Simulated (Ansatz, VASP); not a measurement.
Sc3Mo: VASP beside Ansatz

```
CELL_PARAMETERS angstrom
4.17221 0.00000 0.00000
0.00000 4.17221 0.00000
0.00000 0.00000 4.17221
ATOMIC_POSITIONS crystal
Sc 0.50000 0.00000 0.50000
Sc 0.00000 0.50000 0.50000
Sc 0.50000 0.50000 0.00000
Mo 0.00000 0.00000 0.00000
```

Change from the starting cell: species swapped into the PrIn3 type (Pm-3m, No. 221).

Alike in both runs: task single point; functional PBE; k mesh 4 × 4 × 4; occupations gaussian, width 0.1 eV; no spin polarisation.

|  | VASP | Ansatz |
| --- | --- | --- |
| version | VASP 6.6.1 | Ansatz 0.2.0 |
| potentials or method | VASP PAW PBE potentials, release 64 (Sc_sv, Mo_sv) | scalar-relativistic, plane waves, PAW |
| plane-wave cutoff (eV) | 520 | 420 |
| valence electrons in the cell | 47 | 47 |

|  | VASP | Ansatz | Ansatz less VASP |
| --- | --- | --- | --- |
| gap on the k mesh at the Fermi level (eV) | none | none | - |
| pressure (GPa) | 14.1 | 13.9 | -0.23 |

A gap of «none» marks a metal or a gap that the smearing closes. The functional is the same, so the differences come from potentials, cutoffs and numerics.

Caveats: the k mesh is coarse (spacing up to 0.38 Å⁻¹), so the values aren't converged.
